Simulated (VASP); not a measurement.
OSZICAR of a VASP run on LaC (relaxed from the rock salt structure, space group Fm-3m):

File OSZICAR:
```
       N       E                     dE             d eps       ncg     rms          rms(c)
DAV:   1     0.130287855316E+03    0.13029E+03   -0.55520E+03  1232   0.187E+03
DAV:   2    -0.626738937044E+00   -0.13091E+03   -0.12769E+03  1768   0.265E+02
DAV:   3    -0.136223683483E+02   -0.12996E+02   -0.12684E+02  1924   0.118E+02
DAV:   4    -0.143702942918E+02   -0.74793E+00   -0.71635E+00  2075   0.248E+01
DAV:   5    -0.144275767832E+02   -0.57282E-01   -0.55877E-01  2118   0.617E+00    0.595E+00
DAV:   6    -0.133837052341E+02    0.10439E+01   -0.94104E+00  2002   0.174E+01    0.310E+00
DAV:   7    -0.133379745833E+02    0.45731E-01   -0.50941E-01  2042   0.618E+00    0.147E+00
DAV:   8    -0.133477543109E+02   -0.97797E-02   -0.86951E-02  1879   0.350E+00    0.378E-01
DAV:   9    -0.133475873400E+02    0.16697E-03   -0.89485E-03  2404   0.971E-01    0.229E-01
DAV:  10    -0.133474304268E+02    0.15691E-03   -0.99467E-03  2007   0.114E+00    0.913E-02
DAV:  11    -0.133471365732E+02    0.29385E-03   -0.23086E-03  2196   0.446E-01    0.238E-02
DAV:  12    -0.133471420806E+02   -0.55074E-05   -0.70743E-05  1854   0.778E-02    0.101E-02
DAV:  13    -0.133471407027E+02    0.13779E-05   -0.76606E-06  2100   0.345E-02    0.323E-03
DAV:  14    -0.133471406796E+02    0.23068E-07   -0.37207E-06  1950   0.125E-02
   1 F= -.13347141E+02 E0= -.13347017E+02  d E =-.133471E+02
       N       E                     dE             d eps       ncg     rms          rms(c)
DAV:   1    -0.133475461897E+02   -0.40549E-03   -0.13169E-02  1495   0.135E+00    0.102E-01
DAV:   2    -0.133472519854E+02    0.29420E-03   -0.91514E-04  2116   0.484E-01    0.476E-02
DAV:   3    -0.133471630895E+02    0.88896E-04   -0.48652E-04  1982   0.288E-01    0.103E-02
DAV:   4    -0.133471623390E+02    0.75050E-06   -0.23755E-05  1913   0.564E-02    0.633E-03
DAV:   5    -0.133471619225E+02    0.41654E-06   -0.26269E-06  1573   0.177E-02
   2 F= -.13347162E+02 E0= -.13347065E+02  d E =-.212429E-04
```

Question: Which electronic solver shows in the log?

Answer: It is blocked Davidson (ALGO = Normal, or the opening steps of other solvers). The INCAR had ALGO = Normal.

Question: Can the final energy be trusted as converged?

Answer: The run converged. It stopped with EDIFF = 1E-6, NELM = 100, NSW = 60 and EDIFFG = -0.01 after 2 ionic steps (PBE GGA, plane waves, VASP's PBE PAW potentials (set 64)).

The structure was generated: LaC was put into the rock salt type (Fm-3m), which need not be its known phase. This run relaxes it. Symmetry was kept, so distortions that lower it aren't found. The start is the result of an earlier pass. The electron count is odd and the run is not spin-polarised, which forces a metal.
